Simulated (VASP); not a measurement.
Input for VASP

### INCAR
```
SYSTEM = In2O3
PREC = Accurate; ENCUT = 400; LREAL = Auto
LASPH = .TRUE.
EDIFF = 1E-6; NELM = 100; ALGO = Normal
LMAXMIX = 4
ISMEAR = 1; SIGMA = 0.272
GGA = PS
ISIF = 2
LWAVE = .FALSE.; LCHARG = .FALSE.
```

File POSCAR:
```
In2O3
8.8675940
 -0.5773502937   0.5773502937   0.5773502937
  0.5773502937  -0.5773502937   0.5773502937
  0.5773502937   0.5773502937  -0.5773502937
In O
16 24
Cartesian
  0.2886751468   0.2886751468   0.2886751468
 -0.2886751468   0.2886751468   0.2886751468
  0.2886751468   0.2886751468  -0.2886751468
  0.2886751468  -0.2886751468   0.2886751468
  0.5386678240   0.0000000000   0.2886751468
  0.0386824697   0.0000000000   0.8660254405
  0.2886751468   0.5386678240   0.0000000000
  0.8660254405   0.0386824697   0.0000000000
 -0.0000000000   0.2886751468   0.5386678240
 -0.0000000000   0.8660254405   0.0386824697
  0.0386824697   0.5773502937   0.2886751468
  0.5386678240   0.5773502937  -0.2886751468
  0.2886751468   0.0386824697   0.5773502937
 -0.2886751468   0.5386678240   0.5773502937
  0.5773502937   0.2886751468   0.0386824697
  0.5773502937  -0.2886751468   0.5386678240
  0.4509105794   0.1765537198   0.4424812651
  0.7037900080   0.4007965739   0.4424812651
  0.1264397143   0.1765537198   0.7122193223
 -0.1264397143   0.4007965739   0.7122193223
  0.4424812651   0.4509105794   0.1765537198
  0.4424812651   0.7037900080   0.4007965739
  0.7122193223   0.1264397143   0.1765537198
  0.7122193223  -0.1264397143   0.4007965739
  0.1765537198   0.4424812651   0.4509105794
  0.4007965739   0.4424812651   0.7037900080
  0.1765537198   0.7122193223   0.1264397143
  0.4007965739   0.7122193223  -0.1264397143
  0.1264397143   0.4007965739   0.1348690286
 -0.1264397143   0.1765537198   0.1348690286
  0.4509105794   0.4007965739  -0.1348690286
  0.7037900080   0.1765537198  -0.1348690286
  0.1348690286   0.1264397143   0.4007965739
  0.1348690286  -0.1264397143   0.1765537198
 -0.1348690286   0.4509105794   0.4007965739
 -0.1348690286   0.7037900080   0.1765537198
  0.4007965739   0.1348690286   0.1264397143
  0.1765537198   0.1348690286  -0.1264397143
  0.4007965739  -0.1348690286   0.4509105794
  0.1765537198  -0.1348690286   0.7037900080
```

KPOINTS:
```
kpoints
0
Gamma
3 3 3
0 0 0
```

POTCAR, in this order: In_d O (PBE.64 set). Program: vasp_std.

Problem. Write an equivalent input for Ansatz.

Solution. One equivalent input (not run):
Ansatz 0.2 input:
```yaml
crystal:
  lattice:
    - [-5.1197080, 5.1197080, 5.1197080]
    - [5.1197080, -5.1197080, 5.1197080]
    - [5.1197080, 5.1197080, -5.1197080]
  atoms:
    - { symbol: In, position: [0.5000000, 0.5000000, 0.5000000] }
    - { symbol: In, position: [0.5000000, 0.0000000, 0.0000000] }
    - { symbol: In, position: [0.0000000, 0.0000000, 0.5000000] }
    - { symbol: In, position: [0.0000000, 0.5000000, 0.0000000] }
    - { symbol: In, position: [0.2500000, 0.7165000, 0.4665000] }
    - { symbol: In, position: [0.7500000, 0.7835000, 0.0335000] }
    - { symbol: In, position: [0.4665000, 0.2500000, 0.7165000] }
    - { symbol: In, position: [0.0335000, 0.7500000, 0.7835000] }
    - { symbol: In, position: [0.7165000, 0.4665000, 0.2500000] }
    - { symbol: In, position: [0.7835000, 0.0335000, 0.7500000] }
    - { symbol: In, position: [0.7500000, 0.2835000, 0.5335000] }
    - { symbol: In, position: [0.2500000, 0.2165000, 0.9665000] }
    - { symbol: In, position: [0.5335000, 0.7500000, 0.2835000] }
    - { symbol: In, position: [0.9665000, 0.2500000, 0.2165000] }
    - { symbol: In, position: [0.2835000, 0.5335000, 0.7500000] }
    - { symbol: In, position: [0.2165000, 0.9665000, 0.2500000] }
    - { symbol: O, position: [0.5361000, 0.7737000, 0.5434000] }
    - { symbol: O, position: [0.7303000, 0.9927000, 0.9566000] }
    - { symbol: O, position: [0.7697000, 0.7263000, 0.2624000] }
    - { symbol: O, position: [0.9639000, 0.5073000, 0.2376000] }
    - { symbol: O, position: [0.5434000, 0.5361000, 0.7737000] }
    - { symbol: O, position: [0.9566000, 0.7303000, 0.9927000] }
    - { symbol: O, position: [0.2624000, 0.7697000, 0.7263000] }
    - { symbol: O, position: [0.2376000, 0.9639000, 0.5073000] }
    - { symbol: O, position: [0.7737000, 0.5434000, 0.5361000] }
    - { symbol: O, position: [0.9927000, 0.9566000, 0.7303000] }
    - { symbol: O, position: [0.7263000, 0.2624000, 0.7697000] }
    - { symbol: O, position: [0.5073000, 0.2376000, 0.9639000] }
    - { symbol: O, position: [0.4639000, 0.2263000, 0.4566000] }
    - { symbol: O, position: [0.2697000, 0.0073000, 0.0434000] }
    - { symbol: O, position: [0.2303000, 0.2737000, 0.7376000] }
    - { symbol: O, position: [0.0361000, 0.4927000, 0.7624000] }
    - { symbol: O, position: [0.4566000, 0.4639000, 0.2263000] }
    - { symbol: O, position: [0.0434000, 0.2697000, 0.0073000] }
    - { symbol: O, position: [0.7376000, 0.2303000, 0.2737000] }
    - { symbol: O, position: [0.7624000, 0.0361000, 0.4927000] }
    - { symbol: O, position: [0.2263000, 0.4566000, 0.4639000] }
    - { symbol: O, position: [0.0073000, 0.0434000, 0.2697000] }
    - { symbol: O, position: [0.2737000, 0.7376000, 0.2303000] }
    - { symbol: O, position: [0.4927000, 0.7624000, 0.0361000] }
kpoints:
  mp_grid: { grid: [3, 3, 3] }
hamiltonian:
  xc: pbesol
  pseudopotentials: { kind: paw }
scf:
  occupations: { method: methfessel_paxton, width: 0.272 }
  max_iter: 100
output: { forces: true, stress: true, eigenvalues: true }
```
What does not carry over: each code has its own PAW files, so the cut-off isn't converted (ENCUT is set for VASP's; basis.ecutwfc is left out, and Ansatz then takes the one that its files recommend); Ansatz stops its SCF on the density residual and VASP on the energy change (EDIFF).

The structure was generated: In2O3 was put into an ordered model structure, a phase also known from measurement. The cell was not relaxed at this level.
